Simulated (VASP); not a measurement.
Consider the following.

```
CELL_PARAMETERS angstrom
      3.24680     0.00000     0.00000
     -1.62340     2.81181     0.00000
      0.00000     0.00000    25.32005
ATOMIC_POSITIONS crystal
  Zr 0.66667 0.33333 0.44676
  Zr 0.33333 0.66667 0.35186
  Zr 0.66667 0.33333 0.64814
  Zr 0.33333 0.66667 0.55324
```

Method: r2SCAN meta-GGA, VASP's PBE PAW potentials (set 64) (plane waves; VASP 6.6.1). Run with PREC = Normal, 400 eV cut-off, 10×10×1 Γ-centred mesh, first-order Methfessel-Paxton smearing of 0.10 eV, potentials Zr_sv.

Question: Estimate the energy per atom (σ→0), band gap (on the k-mesh) with the smallest direct gap where there is one.

Answer: 
```json
{
  "band gap (on the k-mesh)": "none (metal, semimetal or under 0.01 eV)",
  "energy per atom (σ→0)": "-22.246 eV/atom"
}
```

Total energies compare only between runs with the same potentials, cut-off and functional.

The cell is a thin slab with vacuum, built from Zr (hcp): (001) face.
